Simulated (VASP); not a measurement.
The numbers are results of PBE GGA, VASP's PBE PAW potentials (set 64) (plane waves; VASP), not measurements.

VASP ran on this input.

### POSCAR
```
NaCl
1.0
  0.0000000000   2.8200000000   2.8200000000
  2.8200000000   0.0000000000   2.8200000000
  2.8200000000   2.8200000000   0.0000000000
Na Cl
1 1
direct
  0.0000000000   0.0000000000   0.0000000000
  0.5000000000   0.5000000000   0.5000000000
```

KPOINTS:
```
Automatic mesh
0
Gamma
7 7 7
0 0 0
```

### INCAR
```
ISIF  =  3   # ions, shape and volume
EDIFFG  =  -0.01   # ionic stop
ENCUT  =  400
LASPH  =  .True.
SYSTEM  =  NaCl
EDIFF  =  1E-6   # SCF stop (eV)
NSW  =  60   # most ionic steps
LCHARG  =  .False.
LWAVE  =  .False.
IBRION  =  2   # conjugate gradients
ISMEAR  =  0   # Gaussian
NELM  =  100   # most electronic steps
SIGMA  =  0.05
ALGO  =  Normal   # blocked Davidson
GGA  =  PE   # PBE
PREC  =  Accurate
LREAL  =  .False.   # projection in real space or not
```

POTCAR, in this order: Na_pv Cl (PBE.64 set). Program: vasp_std.

Output

OSZICAR:
```
       N       E                     dE             d eps       ncg     rms          rms(c)
DAV:   1     0.908456835517E+02    0.90846E+02   -0.65953E+03   440   0.108E+03
DAV:   2     0.123169577004E+01   -0.89614E+02   -0.83327E+02   478   0.262E+02
DAV:   3    -0.680020757062E+01   -0.80319E+01   -0.79840E+01   530   0.813E+01
DAV:   4    -0.696892699209E+01   -0.16872E+00   -0.16859E+00   491   0.130E+01
DAV:   5    -0.697293487704E+01   -0.40079E-02   -0.40075E-02   595   0.195E+00    0.212E+00
DAV:   6    -0.678078389758E+01    0.19215E+00   -0.38738E-01   500   0.416E+00    0.160E+00
DAV:   7    -0.676896119839E+01    0.11823E-01   -0.90950E-02   550   0.202E+00    0.108E+00
DAV:   8    -0.677456471232E+01   -0.56035E-02   -0.96469E-03   461   0.104E+00    0.247E-01
DAV:   9    -0.677451015984E+01    0.54552E-04   -0.19212E-04   548   0.134E-01    0.133E-01
DAV:  10    -0.677466427351E+01   -0.15411E-03   -0.31076E-04   464   0.158E-01    0.472E-02
DAV:  11    -0.677465678959E+01    0.74839E-05   -0.17999E-05   509   0.431E-02    0.836E-03
DAV:  12    -0.677465694763E+01   -0.15805E-06   -0.12468E-06   470   0.124E-02
   1 F= -.67746569E+01 E0= -.67746569E+01  d E =-.677466E+01
       N       E                     dE             d eps       ncg     rms          rms(c)
DAV:   1    -0.678731216097E+01   -0.12655E-01   -0.25761E-01   494   0.783E+00    0.695E-01
DAV:   2    -0.677789034225E+01    0.94218E-02   -0.15926E-02   494   0.134E+00    0.280E-01
DAV:   3    -0.677620646318E+01    0.16839E-02   -0.37898E-03   500   0.712E-01    0.131E-01
DAV:   4    -0.677599590549E+01    0.21056E-03   -0.98136E-05   601   0.126E-01    0.106E-02
DAV:   5    -0.677599180931E+01    0.40962E-05   -0.95834E-06   491   0.298E-02    0.616E-03
DAV:   6    -0.677599109317E+01    0.71614E-06   -0.59347E-07   229   0.131E-02
   2 F= -.67759911E+01 E0= -.67759911E+01  d E =-.133415E-02
       N       E                     dE             d eps       ncg     rms          rms(c)
DAV:   1    -0.678376229630E+01   -0.77705E-02   -0.16736E-01   494   0.629E+00    0.562E-01
DAV:   2    -0.677762279243E+01    0.61395E-02   -0.10447E-02   494   0.108E+00    0.225E-01
DAV:   3    -0.677653202794E+01    0.10908E-02   -0.24500E-03   500   0.572E-01    0.106E-01
DAV:   4    -0.677639057552E+01    0.14145E-03   -0.63343E-05   593   0.102E-01    0.862E-03
DAV:   5    -0.677638768898E+01    0.28865E-05   -0.61237E-06   473   0.243E-02    0.493E-03
DAV:   6    -0.677638716147E+01    0.52751E-06   -0.37935E-07   220   0.104E-02
   3 F= -.67763872E+01 E0= -.67763872E+01  d E =-.173021E-02
```

OUTCAR:
```
------------------------ aborting loop because EDIFF is reached ----------------------------------------
  FORCE on cell =-STRESS in cart. coord.  units (eV):
  Direction    XX          YY          ZZ          XY          YZ          ZX
  --------------------------------------------------------------------------------------
  Total        0.0093237      0.0093237      0.0093237      0.0000000      0.0000000      0.0000000
  in kB        0.3262585      0.3262585      0.3262585      0.0000000      0.0000000      0.0000000
  external PRESSURE =       0.3262585 kB  Pullay stress =       0.0000000 kB
  volume of cell :       45.79
      direct lattice vectors                 reciprocal lattice vectors
     0.000000000  2.839455680  2.839455680    -0.176090088  0.176090088  0.176090088
     2.839455680  0.000000000  2.839455680     0.176090088 -0.176090088  0.176090088
     2.839455680  2.839455680  0.000000000     0.176090088  0.176090088 -0.176090088
  FREE ENERGIE OF THE ION-ELECTRON SYSTEM (eV)
  ---------------------------------------------------
  free  energy   TOTEN  =        -6.7763871615 eV

  energy  without entropy=       -6.7763871615  energy(sigma->0) =       -6.77638716

 reached required accuracy - stopping structural energy minimisation
```
(Selected blocks of OUTCAR.)

**CONTCAR**
```
NaCl
   1.00000000000000
     0.0000000000000000    2.8394556795113206    2.8394556795113206
     2.8394556795113206    0.0000000000000000    2.8394556795113206
     2.8394556795113206    2.8394556795113206    0.0000000000000000
  Na              Cl
     1     1
Direct
     0.0000000000000000    0.0000000000000000    0.0000000000000000
     0.5000000000000000    0.5000000000000000    0.5000000000000000
```

Energy and stress use the plane-wave basis of the starting cell.

The compound is NaCl in the rock salt structure. This run relaxes it. Symmetry was kept, so distortions that lower it aren't found.
